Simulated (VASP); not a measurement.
Output of a VASP run:

File OSZICAR:
```
       N       E                     dE             d eps       ncg     rms          rms(c)
DAV:   1     0.261478555465E+02    0.26148E+02   -0.37976E+03   488   0.820E+02
DAV:   2    -0.529240702578E+01   -0.31440E+02   -0.30275E+02   624   0.109E+02
DAV:   3    -0.628431797340E+01   -0.99191E+00   -0.99191E+00   584   0.263E+01
DAV:   4    -0.628813898084E+01   -0.38210E-02   -0.38210E-02   720   0.190E+00
DAV:   5    -0.628814864944E+01   -0.96686E-05   -0.96686E-05   600   0.691E-02    0.447E+00
DAV:   6    -0.595532227532E+01    0.33283E+00   -0.88721E-01   512   0.468E+00    0.352E+00
DAV:   7    -0.592517621075E+01    0.30146E-01   -0.21665E-01   592   0.250E+00    0.232E+00
DAV:   8    -0.592701334641E+01   -0.18371E-02   -0.12478E-02   520   0.105E+00    0.903E-01
DAV:   9    -0.592693641813E+01    0.76928E-04   -0.45992E-04   576   0.187E-01    0.282E-01
DAV:  10    -0.592696670366E+01   -0.30286E-04   -0.13401E-04   656   0.753E-02    0.167E-02
DAV:  11    -0.592696318626E+01    0.35174E-05   -0.21667E-05   560   0.243E-02    0.409E-03
DAV:  12    -0.592696330753E+01   -0.12127E-06   -0.44416E-07   312   0.587E-03
   1 F= -.59269633E+01 E0= -.59269633E+01  d E =-.592696E+01
       N       E                     dE             d eps       ncg     rms          rms(c)
DAV:   1    -0.592721322839E+01   -0.25004E-03   -0.43379E-03   528   0.429E-01    0.119E-01
DAV:   2    -0.592702452749E+01    0.18870E-03   -0.54017E-04   488   0.125E-01    0.385E-02
DAV:   3    -0.592700467663E+01    0.19851E-04   -0.11590E-04   520   0.599E-02    0.271E-02
DAV:   4    -0.592700479031E+01   -0.11367E-06   -0.78259E-07   456   0.802E-03
   2 F= -.59270048E+01 E0= -.59270048E+01  d E =-.414828E-04
```

### OUTCAR
```
------------------------ aborting loop because EDIFF is reached ----------------------------------------
  FORCE on cell =-STRESS in cart. coord.  units (eV):
  Direction    XX          YY          ZZ          XY          YZ          ZX
  --------------------------------------------------------------------------------------
  Total        0.0075748      0.0075748      0.0075748      0.0000000      0.0000000     -0.0000000
  in kB        0.3461858      0.3461858      0.3461858      0.0000000      0.0000000     -0.0000000
  external PRESSURE =       0.3461858 kB  Pullay stress =       0.0000000 kB
  volume of cell :       35.06
      direct lattice vectors                 reciprocal lattice vectors
     0.000000000  2.597646953  2.597646953    -0.192481892  0.192481892  0.192481892
     2.597646953  0.000000000  2.597646953     0.192481892 -0.192481892  0.192481892
     2.597646953  2.597646953  0.000000000     0.192481892  0.192481892 -0.192481892
 POSITION                                       TOTAL-FORCE (eV/Angst)
 -----------------------------------------------------------------------------------
      2.59765      2.59765      5.19529         0.000000     -0.000000     -0.000000
      2.59765      2.59765      2.59765        -0.000000      0.000000      0.000000
 -----------------------------------------------------------------------------------
    total drift:                                0.000000      0.000000     -0.000000
  FREE ENERGIE OF THE ION-ELECTRON SYSTEM (eV)
  ---------------------------------------------------
  free  energy   TOTEN  =        -5.9270047903 eV

  energy  without entropy=       -5.9270047903  energy(sigma->0) =       -5.92700479

 reached required accuracy - stopping structural energy minimisation
```
(Selected blocks of OUTCAR.)

### POSCAR
```
MgS
1
    0.0000000000     2.6000000000     2.6000000000
    2.6000000000     0.0000000000     2.6000000000
    2.6000000000     2.6000000000     0.0000000000
Mg S
1 1
Direct
  0.0000000000   0.0000000000   0.0000000000
  0.5000000000   0.5000000000   0.5000000000
```

Task: Write an INCAR and KPOINTS that could have produced this output.

Result: One answer among several that fit: the input of the run itself, vdW-DF-cx, plane waves, VASP's PBE PAW potentials (set 64).

**KPOINTS**
```
Automatic mesh
0
Gamma
8 8 8
0 0 0
```

**INCAR**
```
SYSTEM=MgS
PREC=Accurate; ENCUT=520; LREAL=.FALSE.
LASPH=.TRUE.
EDIFF=1E-6; NELM=100; ALGO=Normal
ISMEAR=0; SIGMA=0.05
GGA=CX; LUSE_VDW=.TRUE.; AGGAC=0.0
IBRION=2; NSW=60; ISIF=3
EDIFFG=-0.01
LWAVE=.FALSE.; LCHARG=.FALSE.
```

POTCAR, in this order: Mg S (PBE.64 set). Program: vasp_std.

The compound is MgS in the rock salt structure. This run relaxes it. Symmetry was kept, so distortions that lower it aren't found.
